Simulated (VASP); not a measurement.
Here is the system:

```
CELL_PARAMETERS angstrom
      6.09198     0.00000     0.00000
      0.00000     4.30768     0.00000
      0.00000     0.00000    28.00222
ATOMIC_POSITIONS crystal
  In 0.94453 0.00000 0.67477
  In 0.52073 0.50000 0.61976
  In 0.01595 0.00000 0.53647
  In 0.51595 0.50000 0.46353
  In 0.02073 0.00000 0.38024
  In 0.44453 0.50000 0.32523
  As 0.26947 0.00000 0.61388
  As 0.73545 0.50000 0.70226
  As 0.26387 0.00000 0.45949
  As 0.76387 0.50000 0.54051
  As 0.23545 0.00000 0.29774
  As 0.76947 0.50000 0.38612
```

All values below come from PBEsol GGA, VASP's PBE PAW potentials (set 64) (plane waves; VASP 6.6.1). Numerical set-up: PREC = Normal, 400 eV cut-off, 4×5×1 Γ-centred mesh, Gaussian smearing of 0.050 eV, potentials In_d As.

Unless said otherwise, spin-orbit coupling is left out, though it shifts the bands of the heavy elements here.

Problem. What does the run give for the energy per atom (σ→0), band gap (on the k-mesh) with the smallest direct gap where there is one?

Solution. 
```yaml
band gap (on the k-mesh): 0.53 eV
smallest direct gap (on the k-mesh): 0.53 eV
energy per atom (σ→0): -4.092 eV/atom
```

The cell is a thin slab with vacuum, built from InAs (zinc blende): (110) face.
